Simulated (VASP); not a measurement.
Calculation: PBEsol GGA, VASP's PBE PAW potentials (set 64) (plane waves; VASP).

The input files of a VASP run:

### INCAR
```
# general
SYSTEM   =  FeAl
PREC     =  Accurate
ENCUT    =  400   # plane-wave cut-off (eV)
LREAL    =  .False.
LASPH    =  .True.   # aspherical one-centre terms
ICHARG   =  11

# electronic loop
EDIFF    =  1E-7   # SCF stop (eV)
NELM     =  100   # most electronic steps
ALGO     =  Normal   # blocked Davidson
LMAXMIX  =  4   # l cut-off of mixed one-centre charges

# smearing
ISMEAR   =  0
SIGMA    =  0.05   # width (eV)

# functional
GGA      =  PS   # PBEsol

# output
LWAVE    =  .False.
LCHARG   =  .False.
LORBIT   =  11   # lm-projected
```

File POSCAR:
```
FeAl
2.8398310
  0.9999998971   0.0000000000   0.0000000000
  0.0000000000   0.9999998971   0.0000000000
  0.0000000000   0.0000000000   0.9999998971
Al Fe
1 1
Cartesian
  0.4999999486   0.4999999486   0.4999999486
  0.0000000000   0.0000000000   0.0000000000
```

### KPOINTS
```
k-points along high-symmetry lines
15
Line-mode
Reciprocal
  0.000000   0.000000   0.000000 ! GAMMA
  0.000000   0.500000   0.000000 ! X

  0.000000   0.500000   0.000000 ! X
  0.500000   0.500000   0.000000 ! M

  0.500000   0.500000   0.000000 ! M
  0.000000   0.000000   0.000000 ! GAMMA

  0.000000   0.000000   0.000000 ! GAMMA
  0.500000   0.500000   0.500000 ! R

  0.500000   0.500000   0.500000 ! R
  0.000000   0.500000   0.000000 ! X

  0.500000   0.500000   0.500000 ! R
  0.500000   0.500000   0.000000 ! M
```

POTCAR, in this order: Al Fe (PBE.64 set). Program: vasp_std. Read from the step before: CHGCAR.

The run wrote:

File OSZICAR:
```
       N       E                     dE             d eps       ncg     rms          rms(c)
DAV:   1     0.299414157406E+02    0.29941E+02   -0.43370E+03  1620   0.102E+03
DAV:   2    -0.121685734369E+02   -0.42110E+02   -0.39854E+02  1629   0.175E+02
DAV:   3    -0.129832531763E+02   -0.81468E+00   -0.81000E+00  2064   0.331E+01
DAV:   4    -0.129945132088E+02   -0.11260E-01   -0.11255E-01  2055   0.352E+00
DAV:   5    -0.129947251538E+02   -0.21194E-03   -0.21194E-03  2025   0.386E-01
DAV:   6    -0.129947335411E+02   -0.83873E-05   -0.83877E-05  2072   0.696E-02
DAV:   7    -0.129947337578E+02   -0.21669E-06   -0.21615E-06  1982   0.874E-03
DAV:   8    -0.129947337691E+02   -0.11284E-07   -0.10600E-07  1494   0.175E-03
   1 F= -.12994734E+02 E0= -.12994277E+02  d E =-.912546E-03
```

**OUTCAR**
```
 val. band max:        8.5507460722   @ k =   0.5000   0.5000   0.1786

 cond. band min:       8.6778339532   @ k =   0.4286   0.4286   0.4286



 k-point     1 :       0.0000    0.0000    0.0000
  band No.  band energies     occupation
      1      -2.3306      2.00000
      2       5.8015      2.00000
      3       5.8015      2.00000
      4       8.3339      2.00000
      5       8.3339      2.00000
      6       8.3339      2.00000
      7      14.8669      0.00000
      8      14.8669      0.00000
      9      14.8669      0.00000

 k-point     2 :       0.0000    0.0357    0.0000
  band No.  band energies     occupation
      1      -2.3060      2.00000
      2       5.7995      2.00000
      3       5.8093      2.00000
      4       8.3174      2.00000
      5       8.3174      2.00000
      6       8.3356      2.00000
      7      14.6129      0.00000
      8      14.9036      0.00000
      9      14.9036      0.00000

 k-point     3 :       0.0000    0.0714    0.0000
  band No.  band energies     occupation
      1      -2.2322      2.00000
      2       5.7918      2.00000
      3       5.8325      2.00000
      4       8.2697      2.00000
      5       8.2697      2.00000
      6       8.3406      2.00000
      7      14.0204      0.00000
      8      15.0124      0.00000
      9      15.0124      0.00000

 k-point     4 :       0.0000    0.1071    0.0000
  band No.  band energies     occupation
      1      -2.1096      2.00000
      2       5.7725      2.00000
      3       5.8702      2.00000
      4       8.1945      2.00000
      5       8.1945      2.00000
      6       8.3486      2.00000
      7      13.3044      0.00000
      8      15.1890      0.00000
      9      15.1890      0.00000

 k-point     5 :       0.0000    0.1429    0.0000
  band No.  band energies     occupation
      1      -1.9390      2.00000
      2       5.7319      2.00000
      3       5.9210      2.00000
      4       8.0986      2.00000
...
```

The density is held fixed in this step, so its total energy and stress have no physical meaning.

The compound is FeAl in the CsCl type structure. It was relaxed first, which changed the volume by -7 %. The run is not spin-polarised, so no magnetic state was tried. The electron count is odd and the run is not spin-polarised, which forces a metal.
